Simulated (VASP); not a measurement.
Level of theory: LDA (Ceperley-Alder, Perdew-Zunger), VASP's LDA PAW potentials (set 64) (plane waves; VASP 6.6.1).

The input files of a VASP run:

INCAR:
```
SYSTEM = CuZn
PREC = Accurate; ENCUT = 500; LREAL = .FALSE.
LASPH = .TRUE.
EDIFF = 1E-6; NELM = 100; ALGO = Normal
LMAXMIX = 4
ISMEAR = 1; SIGMA = 0.1
IBRION = 2; NSW = 40; ISIF = 3
EDIFFG = -0.02; PSTRESS = 100
LWAVE = .FALSE.; LCHARG = .FALSE.
```

KPOINTS:
```
Automatic
0
Gamma
13 13 13
0 0 0
```

### POSCAR
```
CuZn
1
    2.8213372444     0.0000000000     0.0000000000
    0.0000000000     2.8213372444     0.0000000000
   -0.0000000000    -0.0000000000     2.8213372444
Zn Cu
1 1
Direct
  0.5000000000   0.5000000000   0.5000000000
  0.0000000000   0.0000000000   0.0000000000
```

POTCAR, in this order: Zn Cu (LDA.64 set). Program: vasp_std.

What VASP printed:

**OUTCAR**
```
 ion  position               nearest neighbor table
   1  0.500  0.500  0.500-   2 2.44   2 2.44   2 2.44   2 2.44   2 2.44   2 2.44   2 2.44   2 2.44
  LATTYP: Found a simple cubic cell.
 ALAT       =     2.8213372444
 Subroutine PRICEL returns:
 Original cell was already a primitive cell.
 Subroutine GETGRP returns: Found 48 space group operations
The static configuration has the point symmetry O_h .
The dynamic configuration has the point symmetry O_h .
 Subroutine INISYM returns: Found 48 space group operations
 Subroutine IBZKPT returns following result:
 Found     84 irreducible k-points:

 Following reciprocal coordinates:
            Coordinates               Weight
  0.000000  0.000000  0.000000      1.000000
  0.076923  0.000000  0.000000      6.000000
  0.153846  0.000000  0.000000      6.000000
  0.230769  0.000000  0.000000      6.000000
  0.307692  0.000000  0.000000      6.000000
  0.384615  0.000000  0.000000      6.000000
  0.461538  0.000000  0.000000      6.000000
  0.076923  0.076923  0.000000     12.000000
  0.153846  0.076923  0.000000     24.000000
  0.230769  0.076923  0.000000     24.000000
  0.307692  0.076923  0.000000     24.000000
  0.384615  0.076923  0.000000     24.000000
  0.461538  0.076923  0.000000     24.000000
  0.153846  0.153846  0.000000     12.000000
  0.230769  0.153846  0.000000     24.000000
  0.307692  0.153846  0.000000     24.000000
  0.384615  0.153846  0.000000     24.000000
  0.461538  0.153846  0.000000     24.000000
  0.230769  0.230769  0.000000     12.000000
  0.307692  0.230769  0.000000     24.000000
  0.384615  0.230769  0.000000     24.000000
  0.461538  0.230769  0.000000     24.000000
  0.307692  0.307692  0.000000     12.000000
  0.384615  0.307692  0.000000     24.000000
  0.461538  0.307692  0.000000     24.000000
...
```

OSZICAR:
```
       N       E                     dE             d eps       ncg     rms          rms(c)
DAV:   1     0.108762328072E+03    0.10876E+03   -0.11359E+04  2632   0.258E+03
DAV:   2    -0.496404623100E+01   -0.11373E+03   -0.11059E+03  2534   0.331E+02
DAV:   3    -0.802102984434E+01   -0.30570E+01   -0.30438E+01  3115   0.738E+01
DAV:   4    -0.804232906663E+01   -0.21299E-01   -0.21298E-01  2996   0.533E+00
DAV:   5    -0.804260313336E+01   -0.27407E-03   -0.27407E-03  3379   0.640E-01    0.109E+01
DAV:   6    -0.762147740517E+01    0.42113E+00   -0.17220E+01  2731   0.120E+02    0.570E+00
DAV:   7    -0.677144335596E+01    0.85003E+00   -0.39506E+00  2783   0.118E+02    0.292E+00
DAV:   8    -0.676323383295E+01    0.82095E-02   -0.17384E-01  2784   0.570E+00    0.150E+00
DAV:   9    -0.675052768014E+01    0.12706E-01   -0.16603E-02  3526   0.324E+00    0.129E-01
DAV:  10    -0.675044977608E+01    0.77904E-04   -0.89724E-04  3995   0.727E-01    0.412E-02
DAV:  11    -0.675044659663E+01    0.31794E-05   -0.92212E-05  3321   0.354E-01    0.930E-03
DAV:  12    -0.675044714913E+01   -0.55250E-06   -0.86248E-06  3272   0.843E-02
   1 F= -.53487492E+01 E0= -.53487050E+01  d E =-.534875E+01
```

File OUTCAR:
```
------------------------ aborting loop because EDIFF is reached ----------------------------------------
  FORCE on cell =-STRESS in cart. coord.  units (eV):
  Direction    XX          YY          ZZ          XY          YZ          ZX
  --------------------------------------------------------------------------------------
  Total        1.4018843      1.4018843      1.4018843      0.0000000     -0.0000000      0.0000000
  in kB      100.0133008    100.0133008    100.0133008      0.0000000     -0.0000000      0.0000000
  external PRESSURE =       0.0133008 kB  Pullay stress =     100.0000000 kB
  volume of cell :       22.46
      direct lattice vectors                 reciprocal lattice vectors
     2.821337244  0.000000000  0.000000000     0.354441853  0.000000000  0.000000000
     0.000000000  2.821337244  0.000000000     0.000000000  0.354441853  0.000000000
     0.000000000  0.000000000  2.821337244     0.000000000  0.000000000  0.354441853
 POSITION                                       TOTAL-FORCE (eV/Angst)
 -----------------------------------------------------------------------------------
      1.41067      1.41067      1.41067         0.000000      0.000000      0.000000
      0.00000      0.00000      0.00000         0.000000      0.000000      0.000000
 -----------------------------------------------------------------------------------
    total drift:                                0.000000      0.000000     -0.000000
  FREE ENERGIE OF THE ION-ELECTRON SYSTEM (eV)
  ---------------------------------------------------
  free  energy   TOTEN  =        -6.7504471491 eV

  energy  without entropy=       -6.7503144633  energy(sigma->0) =       -6.75040292
  enthalpy is  TOTEN    =        -5.3487492461 eV   P V=        1.4016979031

 reached required accuracy - stopping structural energy minimisation
```
(Selected blocks of OUTCAR.)

The compound is CuZn in the CsCl type structure. It was relaxed first under an external pressure of 10 GPa. The electron count is odd and the run is not spin-polarised, which forces a metal.
